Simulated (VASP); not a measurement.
# GaN: cell size against the level of theory

Aim: relax GaN at several levels and hold each cell against experiment. The levels: LDA, PBE, r2SCAN, PBE + D3(BJ), r2SCAN + rVV10, vdW-DF-cx, rev-vdW-DF2 and RPBE. LASPH is on for some levels and off for others; the table marks which. The start is a cell from a database of measured crystal structures.

Method: LDA; plane waves and PAW (Ga_d, N), in the first sound run; inputs show where later runs differ, in VASP 6.6.1.

**Measured values to reproduce.**

For GaN, wurtzite (bulk w-GaN, literature), “Vacancy defect in bulk and at (10overline10) surface of GaN: A combined first-principles theoretical and experimental analysis” (2017, arxiv:1710.05670) quotes earlier work: lattice constant a (a, Expt. column of Table I) 3.189 Å; lattice constant c (c, Expt. column of Table I) 5.186 Å.

Report form: the programs' logs are mostly left out.

The database entry behind the starting cell differs from later determinations by our own check (about 0.3 % short, ideal inner coordinate), so it need not match the best structure at ambient conditions.

## Step 1: Starting point

Before any relaxation, the start is as follows. The structure is hexagonal, space group P6_3mc (No. 186). The conventional cell has a = 3.180 Å, b = 3.180 Å, c = 5.166 Å, α = 90.00°, β = 90.00°, γ = 120.00°. Nearest to Ga lie 4 N at 1.94 to 1.95 Å. Nearest to N lie 4 Ga at 1.94 to 1.95 Å. Farther neighbours and most contacts between anions are not listed.

Structure file:

```cif
data_structure
_symmetry_space_group_name_H-M 'P6_3mc'
_symmetry_Int_Tables_number 186
_cell_length_a 3.1800
_cell_length_b 3.1800
_cell_length_c 5.1660
_cell_angle_alpha 90.000
_cell_angle_beta 90.000
_cell_angle_gamma 120.000
_cell_volume 45.24
loop_
_atom_site_label
_atom_site_type_symbol
_atom_site_symmetry_multiplicity
_atom_site_Wyckoff_symbol
_atom_site_fract_x
_atom_site_fract_y
_atom_site_fract_z
_atom_site_occupancy
Ga1 Ga 2 b 0.33333 0.66667 0.00000 1
N1 N 2 b 0.33333 0.66667 0.37500 1
```

## Step 2: Relaxation with LDA

The start need not lie at this functional's minimum. ISIF = 3 frees volume, shape and positions, and EDIFFG sets the threshold on forces and stress at which the search stops. LDA, the lowest rung, knows the local density alone.

File INCAR:

```
SYSTEM = GaN
PREC = Accurate
ENCUT = 560
EDIFF = 1E-06
NELM = 100
ISMEAR = -1
SIGMA = 0.05
LREAL = .FALSE.
ALGO = Normal
GGA = CA
NBANDS = 24
LORBIT = 11
LWAVE = .FALSE.
LCHARG = .FALSE.
KPAR = 4
IBRION = 2
NSW = 60
ISIF = 3
EDIFFG = -0.01
```

File POSCAR:

```
GaN
1.0
    3.1800000000      0.0000000000      0.0000000000
   -1.5900000000      2.7539607840      0.0000000000
    0.0000000000      0.0000000000      5.1660000000
Ga N
2 2
Direct
    0.3333333333      0.6666666667      0.0000000000
    0.6666666667      0.3333333333      0.5000000000
    0.3333333333      0.6666666667      0.3750000000
    0.6666666667      0.3333333333      0.8750000000
```

File KPOINTS:

```
Automatic mesh
0
Gamma
8 8 5
0 0 0
```

PAW data sets: Ga_d and N (PBE family, release 64).

Started as:

```bash
> mpirun -np 4 vasp_std
```

Elapsed: 14 s, on 4 MPI ranks of AMD EPYC 9R45, shared host; peak memory 0.62 GiB; 56 s of CPU time.

The gap is read on the k-mesh alone, so it is an upper bound where the band edges lie off the mesh. The PAW data sets were made with PBE, though LDA sets exist; this is a small mismatch. The run keeps the 12 symmetry operations of its start, so it cannot find a distortion of lower symmetry.

Relaxation path:

```
step  energy less that of the first step (eV)  largest force (eV/Å)  pressure (GPa)  volume (Å³)
   1                                   0.0000                0.1269           -3.93        45.24
   2                                  -0.0005                0.1160            4.23        43.45
   3                                  -0.0132                0.0097            0.04        44.32
```

```
conventional cell, symmetrised  before  after  change
                         a (Å)   3.180  3.154  -0.8 %
                         b (Å)   3.180  3.154  -0.8 %
                         c (Å)   5.166  5.144  -0.4 %
              volume (Å³/atom)   11.31  11.08  -2.0 %
```

The relaxed structure:

```cif
data_structure
_symmetry_space_group_name_H-M 'P 1'
_symmetry_Int_Tables_number 1
_cell_length_a 3.1543
_cell_length_b 3.1543
_cell_length_c 5.1436
_cell_angle_alpha 90.000
_cell_angle_beta 90.000
_cell_angle_gamma 120.000
_cell_volume 44.32
loop_
_atom_site_label
_atom_site_type_symbol
_atom_site_fract_x
_atom_site_fract_y
_atom_site_fract_z
_atom_site_occupancy
Ga1 Ga 0.33333 0.66667 0.99940 1
Ga2 Ga 0.66667 0.33333 0.49940 1
N3 N 0.33333 0.66667 0.37560 1
N4 N 0.66667 0.33333 0.87560 1
```

This step gave:

- electrons: 36
- bands: 24
- irreducible k-points: 30
- symmetry operations: 12
- free energy (TOTEN): -28.02 eV
- Fermi energy: 6.277 eV
- pressure: 0.03771 GPa
- metallic: no
- valence top at k: 0, 0, 0
- conduction bottom at k: 0, 0, 0
- least direct gap at k: 0, 0, 0
- SCF cycles over all ionic steps: 32
- gap on the k-mesh: 2.117 eV
- least direct gap on the k-mesh: 2.117 eV

It ends with a largest force of 0.010 eV/Å and a pressure of 0.04 GPa. The volume lies -2.0 % from that of the database's start, which holds the thermal and zero-point expansion of its experiment. The conventional cell has a = 3.154 and c = 5.144 Å.

## Step 3: Relaxation with PBE

This step: PBE; plane waves and PAW (Ga_d, N) (VASP 6.6.1).

PBE, the usual starting point, adds the gradient of the density.

Edit INCAR of step 2 so:

```diff
@@ -9,3 +9,3 @@
 ALGO = Normal
-GGA = CA
+GGA = PE
 NBANDS = 24
```

POSCAR is that of step 2.

KPOINTS is that of step 2.

Started as:

```bash
> mpirun -np 4 vasp_std
```

Wall time 21 s (4 MPI ranks); peak memory 0.7 GiB.

Relaxation path:

```
step  energy less that of the first step (eV)  largest force (eV/Å)  pressure (GPa)  volume (Å³)
   1                                   0.0000                0.1347            7.24        45.24
   2                                  -0.0121                0.0629           -5.26        48.67
   3                                  -0.0409                0.0102           -0.15        47.05
   4                                  -0.0409                0.0126            0.14        47.01
   5                                  -0.0409                0.0076            0.10        47.01
```

```
conventional cell, symmetrised  before  after  change
                         a (Å)   3.180  3.218  +1.2 %
                         b (Å)   3.180  3.218  +1.2 %
                         c (Å)   5.166  5.244  +1.5 %
              volume (Å³/atom)   11.31  11.75  +3.9 %
```

Final coordinates:

```cif
data_structure
_symmetry_space_group_name_H-M 'P 1'
_symmetry_Int_Tables_number 1
_cell_length_a 3.2175
_cell_length_b 3.2175
_cell_length_c 5.2440
_cell_angle_alpha 90.000
_cell_angle_beta 90.000
_cell_angle_gamma 120.000
_cell_volume 47.01
loop_
_atom_site_label
_atom_site_type_symbol
_atom_site_fract_x
_atom_site_fract_y
_atom_site_fract_z
_atom_site_occupancy
Ga1 Ga 0.33333 0.66667 0.99924 1
Ga2 Ga 0.66667 0.33333 0.49924 1
N3 N 0.33333 0.66667 0.37576 1
N4 N 0.66667 0.33333 0.87576 1
```

This step gave:

| Property | Result |
| --- | --- |
| free energy (TOTEN) | -24.32 eV |
| Fermi energy | 5.899 eV |
| pressure | 0.09709 GPa |
| SCF cycles over all ionic steps | 41 |
| gap on the k-mesh | 1.714 eV |
| least direct gap on the k-mesh | 1.714 eV |

It ends at 11.75 Å³/atom, +3.9 % from the start, with 0.10 GPa left. The conventional cell has a = 3.218 and c = 5.244 Å.

## Step 4: Relaxation with r2SCAN

This step: r2SCAN; plane waves and PAW (Ga_d, N) (VASP 6.6.1).

r2SCAN adds the kinetic-energy density, costs more than a GGA and is run with LASPH.

Edit INCAR of step 3 so:

```diff
@@ -9,3 +9,4 @@
 ALGO = Normal
-GGA = PE
+METAGGA = R2SCAN
+LASPH = .TRUE.
 NBANDS = 24
```

POSCAR is that of step 3.

KPOINTS is that of step 3.

Started as:

```bash
> mpirun -np 4 vasp_std
```

Elapsed: 1.7 min, on 4 MPI ranks; peak memory 0.74 GiB.

The PAW data sets were made with PBE, which is usual practice but a small mismatch for other functionals.

Step by step:

```
step  energy less that of the first step (eV)  largest force (eV/Å)  pressure (GPa)  volume (Å³)
   1                                   0.0000                0.1348            2.26        45.24
   2                                   0.0004                0.0921           -2.24        46.29
   3                                  -0.0049                0.0161            0.00        45.74
   4                                  -0.0049                0.0134           -0.06        45.75
   5                                  -0.0049                0.0003            0.10        45.74
   6                                  -0.0049                0.0013            0.02        45.74
```

```
conventional cell, symmetrised  before  after  change
                         a (Å)   3.180  3.188  +0.3 %
                         b (Å)   3.180  3.188  +0.3 %
                         c (Å)   5.166  5.196  +0.6 %
              volume (Å³/atom)   11.31  11.43  +1.1 %
```

Final coordinates:

```xyz
4
Lattice="3.1882 0.0000 0.0000 -1.5941 2.7610 0.0000 0.0000 0.0000 5.1960" Properties=species:S:1:pos:R:3 pbc="T T T"
Ga    0.0000    1.8407   -0.0039
Ga    1.5941    0.9203    2.5941
N     0.0000    1.8407    1.9524
N     1.5941    0.9203    4.5504
```

It ends at 11.43 Å³/atom, +1.1 % from the start, with 0.02 GPa left. The conventional cell has a = 3.188 and c = 5.196 Å.

## Step 5: Relaxation with PBE + D3(BJ)

This step: PBE with D3(BJ); plane waves and PAW (Ga_d, N) (VASP 6.6.1).

A dispersion term adds the long-range attraction that semilocal functionals lack. D3 with Becke-Johnson damping keeps a finite attraction at short range.

Edit INCAR of step 4 so:

```diff
@@ -9,4 +9,4 @@
 ALGO = Normal
-METAGGA = R2SCAN
-LASPH = .TRUE.
+GGA = PE
+IVDW = 12
 NBANDS = 24
```

POSCAR is that of step 4.

KPOINTS is that of step 4.

Started as:

```bash
> mpirun -np 4 vasp_std
```

Wall time 15 s (4 MPI ranks); peak memory 0.74 GiB.

The steps of the relaxation:

```
step  energy less that of the first step (eV)  largest force (eV/Å)  pressure (GPa)  volume (Å³)
   1                                   0.0000                0.1339            3.46        45.24
   2                                  -0.0025                0.0839           -2.82        46.86
   3                                  -0.0106                0.0073            0.09        46.09
```

```
conventional cell, symmetrised  before  after  change
                         a (Å)   3.180  3.196  +0.5 %
                         b (Å)   3.180  3.196  +0.5 %
                         c (Å)   5.166  5.212  +0.9 %
              volume (Å³/atom)   11.31  11.52  +1.9 %
```

Final coordinates:

```
Ga N
1.0
     3.19553    0.00000    0.00000
    -1.59777    2.76741    0.00000
     0.00000    0.00000    5.21183
Ga N
2 2
Direct
  0.33333 0.66667 0.99933
  0.66667 0.33333 0.49933
  0.33333 0.66667 0.37567
  0.66667 0.33333 0.87567
```

It ends at 11.52 Å³/atom, +1.9 % from the start, with 0.09 GPa left. The conventional cell has a = 3.196 and c = 5.212 Å. Against plain PBE, the dispersion term moves a by -0.7 % and c by -0.6 %.

## Step 6: Relaxation with r2SCAN + rVV10

This step: r2SCAN with rVV10; plane waves and PAW (Ga_d, N) (VASP 6.6.1).

LUSE_VDW switches on a nonlocal correlation term for dispersion.

Edit INCAR of step 5 so:

```diff
@@ -9,4 +9,8 @@
 ALGO = Normal
-GGA = PE
-IVDW = 12
+METAGGA = R2SCAN
+LUSE_VDW = .TRUE.
+IVDW_NL = 2
+BPARAM = 11.95
+CPARAM = 0.0093
+LASPH = .TRUE.
 NBANDS = 24
```

POSCAR is that of step 5.

KPOINTS is that of step 5.

Started as:

```bash
> mpirun -np 4 vasp_std
```

The job ended after 2.6 min (4 MPI ranks; peak memory 1.2 GiB; 10 min of CPU time).

It ends at 11.36 Å³/atom, +0.4 % from the start, with 0.07 GPa left. The conventional cell has a = 3.181 and c = 5.184 Å. Against plain r2SCAN, the dispersion term moves a by -0.2 % and c by -0.2 %.

## Step 7: Relaxation with vdW-DF-cx

This step: vdW-DF-cx; plane waves and PAW (Ga_d, N) (VASP 6.6.1).

vdW-DF-cx takes its exchange from the same plasmon model as its correlation.

Edit INCAR of step 6 so:

```diff
@@ -9,7 +9,5 @@
 ALGO = Normal
-METAGGA = R2SCAN
+GGA = CX
+AGGAC = 0
 LUSE_VDW = .TRUE.
-IVDW_NL = 2
-BPARAM = 11.95
-CPARAM = 0.0093
 LASPH = .TRUE.
```

POSCAR is that of step 6.

KPOINTS is that of step 6.

Started as:

```bash
> mpirun -np 4 vasp_std
```

Wall time 70 s (4 MPI ranks); peak memory 1.5 GiB.

It ends at 11.42 Å³/atom, +1.0 % from the start, with -0.01 GPa left. The conventional cell has a = 3.186 and c = 5.197 Å.

## Step 8: Relaxation with rev-vdW-DF2

This step: rev-vdW-DF2; plane waves and PAW (Ga_d, N) (VASP 6.6.1).

rev-vdW-DF2 revises the exchange of vdW-DF2 for solids.

Edit INCAR of step 7 so:

```diff
@@ -9,5 +9,8 @@
 ALGO = Normal
-GGA = CX
+GGA = MK
 AGGAC = 0
 LUSE_VDW = .TRUE.
+PARAM1 = 0.1234
+PARAM2 = 0.711357
+ZAB_VDW = -1.8867
 LASPH = .TRUE.
```

POSCAR is that of step 7.

KPOINTS is that of step 7.

Started as:

```bash
> mpirun -np 4 vasp_std
```

Elapsed: 67 s, on 4 MPI ranks; peak memory 1.5 GiB.

It ends at 11.57 Å³/atom, +2.3 % from the start, with -0.09 GPa left. The conventional cell has a = 3.200 and c = 5.221 Å.

## Step 9: Relaxation with RPBE

This step: RPBE; plane waves and PAW (Ga_d, N) (VASP 6.6.1).

RPBE by itself binds more weakly than PBE and expands cells.

Edit INCAR of step 8 so:

```diff
@@ -9,9 +9,3 @@
 ALGO = Normal
-GGA = MK
-AGGAC = 0
-LUSE_VDW = .TRUE.
-PARAM1 = 0.1234
-PARAM2 = 0.711357
-ZAB_VDW = -1.8867
-LASPH = .TRUE.
+GGA = RP
 NBANDS = 24
```

POSCAR is that of step 8.

KPOINTS is that of step 8.

Started as:

```bash
> mpirun -np 4 vasp_std
```

It took 34 s on 4 MPI ranks; peak memory 0.75 GiB.

It ends at 12.03 Å³/atom, +6.3 % from the start, with 0.06 GPa left. The conventional cell has a = 3.243 and c = 5.282 Å.

## Step 10: The cells as a table

This step: relaxed cells at several levels; plane waves and PAW (VASP 6.6.1).

Derived from the runs above.

Lengths are those of the conventional cell; cost is the wall time of each run, as given at its step, times its ranks, without the set-up around it; LASPH differs between rows, which moves results and costs too. Results by level, by row:

```
         level  volume (Å³/atom)  change from the start (%)  a (Å)  c (Å)  cost (core minutes)  LASPH
           LDA             11.08                         -2  3.154  5.144                 0.96    off
           PBE             11.75                        3.9  3.218  5.244                  1.4    off
        r2SCAN             11.43                        1.1  3.188  5.196                 6.67     on
  PBE + D3(BJ)             11.52                        1.9  3.196  5.212                 1.03    off
r2SCAN + rVV10             11.36                        0.4  3.181  5.184                 10.4     on
     vdW-DF-cx             11.42                          1  3.186  5.197                 4.67     on
   rev-vdW-DF2             11.57                        2.3    3.2  5.221                 4.47     on
          RPBE             12.03                        6.3  3.243  5.282                 2.27    off
```

## Step 11: What came out

```yaml
volume_lda: 11.08 Å³/atom
volume_pbe: 11.75 Å³/atom
volume_r2scan: 11.43 Å³/atom
volume_pbe_d3_bj: 11.52 Å³/atom
volume_r2scan_rvv10: 11.36 Å³/atom
volume_vdw_df_cx: 11.42 Å³/atom
volume_rev_vdw_df2: 11.57 Å³/atom
volume_rpbe: 12.03 Å³/atom
```

What this shows: For GaN the levels give volumes between 11.08 Å³/atom (LDA) and 12.03 Å³/atom (RPBE), a spread of 8.5 %, while the cost of the finished runs spans a factor of 11. Within 1 % of experiment on every length: r2SCAN, PBE + D3(BJ), r2SCAN + rVV10, vdW-DF-cx and rev-vdW-DF2. The nearest, r2SCAN, took 6.5 times the core time of PBE + D3(BJ) and lowers the largest miss from 0.50 to 0.19 %. Thermal and zero-point expansion, often some tenths of a per cent in length, bear on this order: with the measured lengths lowered by an assumed 0.4 % the nearest becomes r2SCAN + rVV10. The costs hold the number of ionic steps as well as the price of the functional. The closing table has room for seven levels; rev-vdW-DF2 stands in the table of levels alone. Adding D3(BJ) to PBE changes the volume by -2.0 % (a by -0.7 % and c by -0.6 %). Adding rVV10 to r2SCAN changes the volume by -0.7 % (a by -0.2 % and c by -0.2 %). Within 0.02 Å all end in space group P6_3mc; the runs can't lower the symmetry of the start. LASPH is on for some levels and off for others, so differences between them are not the functional's alone. Each is a single relaxation on the plane waves of the start cell, so larger changes of volume carry a basis-set error that was not tested here.

Computed beside measured:

```
              quantity  measured             LDA             PBE          r2SCAN    PBE + D3(BJ)  r2SCAN + rVV10       vdW-DF-cx            RPBE
lattice constant a (Å)     3.189  3.154 (-1.1 %)  3.218 (+0.9 %)  3.188 (-0.0 %)  3.196 (+0.2 %)  3.181 (-0.3 %)  3.186 (-0.1 %)  3.243 (+1.7 %)
lattice constant c (Å)     5.186  5.144 (-0.8 %)  5.244 (+1.1 %)  5.196 (+0.2 %)  5.212 (+0.5 %)  5.184 (-0.0 %)  5.197 (+0.2 %)  5.282 (+1.9 %)
```

Measured values from arxiv:1710.05670 (2017).

How well it matches: For the lattice constant a, of the levels listed nearest comes r2SCAN (-0.0 %, good agreement) and farthest RPBE (+1.7 %, a clear miss). For the lattice constant c, of the levels listed nearest comes r2SCAN + rVV10 (-0.0 %, good agreement) and farthest RPBE (+1.9 %, fair agreement). The grades are ours: good and fair within 0.7 and 1.5 % for the lattice constant a and 0.8 and 2 % for the lattice constant c. For lattice constants the calculation has a static lattice, without zero-point motion or thermal expansion.

[Lines on the potential files, build, host, timing and source positions are cut from VASP's logs without a mark.]

[Logs are printed without paths, hosts, clocks, repeated set-up lines and the standing remarks that a program may print on its own settings, such as how far it seeks lower states.]

[Hosts, paths, dates, database ids (printed as entryN), source tags and the programs' standing remarks are cut or masked in the printed files.]

[A measured line is paired with the nearest computed mode of its activity, which favours agreement.]
